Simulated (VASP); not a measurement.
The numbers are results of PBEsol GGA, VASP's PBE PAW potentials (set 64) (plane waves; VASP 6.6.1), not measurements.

Input for VASP

File KPOINTS:
```
Automatic mesh
0
Gamma
3 3 6
0 0 0
```

**POSCAR**
```
Cd3ZnS4
1.0
 -0.0048488494   5.7052515376   5.7131575700
  5.7052515376  -0.0048488494   5.7131575700
  2.8502013441   2.8502013441   0.0000000000
Zn S Cd
1 4 3
Cartesian
  2.8502013441   2.8502013441   0.0042155402
  1.4251006723   1.4251006723   1.2862238648
  4.3534793149   1.3469233727   4.3625900302
  1.3469233727   4.3534793149   4.3625900302
  4.2753020161   4.2753020161   7.1421715623
  5.6856834946   2.8649205377   2.8583615633
  2.8649205377   5.6856834946   2.8583615633
  2.8502013441   2.8502013441   5.6912736959
```

INCAR:
```
LCHARG = .FALSE.
SIGMA = 0.05   # width (eV)
GGA = PS
EDIFFG = -0.02   # ionic stop
PREC = Accurate
LMAXMIX = 4   # l cut-off of mixed one-centre charges
ENCUT = 400
ISIF = 3   # ions, shape and volume
SYSTEM = Cd3ZnS4
ISMEAR = 0
NELM = 100
IBRION = 2   # conjugate gradients
LASPH = .TRUE.   # aspherical one-centre terms
EDIFF = 1E-6
NSW = 60   # most ionic steps
LREAL = .FALSE.   # projection in real space or not
LWAVE = .FALSE.
ALGO = Normal   # blocked Davidson
```

POTCAR, in this order: Zn S Cd (PBE.64 set). Program: vasp_std.

Output

### OSZICAR
```
       N       E                     dE             d eps       ncg     rms          rms(c)
DAV:   1     0.516508782682E+03    0.51651E+03   -0.29759E+04  1376   0.137E+03
DAV:   2     0.180795267165E+02   -0.49843E+03   -0.48478E+03  1470   0.368E+02
DAV:   3    -0.285355081701E+02   -0.46615E+02   -0.46172E+02  1561   0.115E+02
DAV:   4    -0.297812221938E+02   -0.12457E+01   -0.12413E+01  1616   0.189E+01
DAV:   5    -0.298032042193E+02   -0.21982E-01   -0.21967E-01  1632   0.255E+00    0.162E+01
DAV:   6    -0.278607741120E+02    0.19424E+01   -0.43810E+00  1811   0.305E+01    0.122E+01
DAV:   7    -0.279174722872E+02   -0.56698E-01   -0.33864E+00  1525   0.915E+00    0.540E+00
DAV:   8    -0.278680234969E+02    0.49449E-01   -0.63104E-01  1599   0.655E+00    0.102E+00
DAV:   9    -0.278603980018E+02    0.76255E-02   -0.56066E-02  1536   0.237E+00    0.250E-01
DAV:  10    -0.278609002507E+02   -0.50225E-03   -0.82128E-03  1571   0.605E-01    0.174E-01
DAV:  11    -0.278608477245E+02    0.52526E-04   -0.10918E-03  1576   0.288E-01    0.111E-01
DAV:  12    -0.278609511470E+02   -0.10342E-03   -0.22529E-04  1497   0.655E-02    0.613E-02
DAV:  13    -0.278609522963E+02   -0.11493E-05   -0.29835E-05  1712   0.530E-02    0.243E-02
DAV:  14    -0.278609563974E+02   -0.41010E-05   -0.10865E-05  1546   0.235E-02    0.109E-02
DAV:  15    -0.278609547923E+02    0.16051E-05   -0.46705E-06  1485   0.219E-02    0.508E-03
DAV:  16    -0.278609548122E+02   -0.19874E-07   -0.16793E-06   921   0.707E-03
   1 F= -.27860955E+02 E0= -.27860955E+02  d E =-.278610E+02
       N       E                     dE             d eps       ncg     rms          rms(c)
DAV:   1    -0.278612460728E+02   -0.29128E-03   -0.19081E-02  1436   0.711E-01    0.946E-02
DAV:   2    -0.278611275967E+02    0.11848E-03   -0.51271E-04  1656   0.185E-01    0.478E-02
DAV:   3    -0.278610748205E+02    0.52776E-04   -0.71910E-05  1690   0.613E-02    0.244E-02
DAV:   4    -0.278610658758E+02    0.89447E-05   -0.21501E-05  1696   0.317E-02    0.836E-03
DAV:   5    -0.278610657593E+02    0.11654E-06   -0.25644E-06  1094   0.109E-02
   2 F= -.27861066E+02 E0= -.27861066E+02  d E =-.110947E-03
```

OUTCAR:
```
------------------------ aborting loop because EDIFF is reached ----------------------------------------
  FORCE on cell =-STRESS in cart. coord.  units (eV):
  Direction    XX          YY          ZZ          XY          YZ          ZX
  --------------------------------------------------------------------------------------
  Total       -0.0213328     -0.0213328      0.0423473     -0.0291472      0.0000000     -0.0000000
  in kB       -0.1838191     -0.1838191      0.3648950     -0.2511532      0.0000000     -0.0000000
  external PRESSURE =      -0.0009144 kB  Pullay stress =       0.0000000 kB
  volume of cell :      185.94
      direct lattice vectors                 reciprocal lattice vectors
    -0.007076063  5.704198521  5.714523871    -0.087546132  0.087546132  0.087496353
     5.704198521 -0.007076063  5.714523871     0.087546132 -0.087546132  0.087496353
     2.848561229  2.848561229  0.000000000     0.175527208  0.175527208 -0.174992707
 POSITION                                       TOTAL-FORCE (eV/Angst)
 -----------------------------------------------------------------------------------
      2.84856      2.84856      0.00452         0.000000     -0.000000      0.001569
      1.42428      1.42428      1.28655         0.000000     -0.000000      0.003218
      4.35256      1.34456      4.36348         0.003989     -0.003989      0.003064
      1.34456      4.35256      4.36348        -0.003989      0.003989      0.003064
      4.27284      4.27284      7.14510         0.000000      0.000000      0.019065
      5.68327      2.86242      2.85855        -0.004635      0.004635     -0.010521
      2.86242      5.68327      2.85855         0.004635     -0.004635     -0.010521
      2.84856      2.84856      5.69237        -0.000000     -0.000000     -0.008938
 -----------------------------------------------------------------------------------
    total drift:                                0.000010      0.000010      0.000643
  FREE ENERGIE OF THE ION-ELECTRON SYSTEM (eV)
  ---------------------------------------------------
  free  energy   TOTEN  =       -27.8610657593 eV

  energy  without entropy=      -27.8610657593  energy(sigma->0) =      -27.86106576

 reached required accuracy - stopping structural energy minimisation
```
(Selected blocks of OUTCAR.)

### CONTCAR
```
Cd3ZnS4
   1.00000000000000
    -0.0070760630655389    5.7041985213582889    5.7145238714797140
     5.7041985213582889   -0.0070760630655389    5.7145238714797140
     2.8485612291463749    2.8485612291463749    0.0000000000000000
  Zn              S               Cd
     1     4     3
Direct
     0.0003957020889738    0.0003957020889738    0.9992085958220454
     0.1125681442300233    0.1125681442300233    0.2748637116399481
     0.1184497380546764    0.6451280847452485    0.2364221771000732
     0.6451280847452485    0.1184497380546764    0.2364221771000732
     0.6251704793368039    0.6251704793368039    0.2496590413263921
     0.0031583346868398    0.4970677511360766    0.9997739141770835
     0.4970677511360766    0.0031583346868398    0.9997739141770835
     0.4980617657213576    0.4980617657213576    0.0038764685572849
```

OUTCAR:
```
 val. band max:        1.5322166604   @ k =   0.0000   0.0000   0.0000

 cond. band min:       2.6526177977   @ k =   0.0000   0.0000   0.0000


 Fermi energy:         1.7728787176

 k-point     1 :       0.0000    0.0000    0.0000
  band No.  band energies     occupation
      1     -11.1461      2.00000
      2     -10.5704      2.00000
      3     -10.5334      2.00000
      4     -10.3725      2.00000
      5      -6.2569      2.00000
      6      -6.2489      2.00000
      7      -6.2419      2.00000
      8      -6.1411      2.00000
      9      -6.0624      2.00000
     10      -6.0425      2.00000
     11      -6.0306      2.00000
     12      -5.8803      2.00000
     13      -5.7784      2.00000
     14      -5.7743      2.00000
     15      -5.7561      2.00000
     16      -5.7245      2.00000
     17      -5.6801      2.00000
     18      -5.6778      2.00000
     19      -5.3414      2.00000
     20      -4.6504      2.00000
     21      -4.4922      2.00000
     22      -4.4559      2.00000
     23      -4.4094      2.00000
     24      -4.3823      2.00000
     25      -3.4009      2.00000
     26      -3.1740      2.00000
     27      -2.6674      2.00000
     28      -0.5853      2.00000
     29      -0.5408      2.00000
     30       0.5907      2.00000
     31       0.6509      2.00000
     32       0.6611      2.00000
     33       0.8178      2.00000
     34       1.4804      2.00000
     35       1.4871      2.00000
     36       1.5322      2.00000
     37       2.6526      0.00000
     38       4.4043      0.00000
     39       4.4892      0.00000
     40       4.8523      0.00000
     41       5.6531      0.00000
     42       7.7950      0.00000
     43       7.8279      0.00000

 k-point     2 :       0.3333    0.0000    0.0000
  band No.  band energies     occupation
      1     -11.0219      2.00000
      2     -10.6949      2.00000
      3     -10.5056      2.00000
      4     -10.4154      2.00000
      5      -6.2321      2.00000
...
```

The structure was generated: Cd3ZnS4 was put into an ordered model structure (Amm2), which need not be its known phase. This run relaxes it. Symmetry was kept, so distortions that lower it aren't found. The start is the result of an earlier pass.
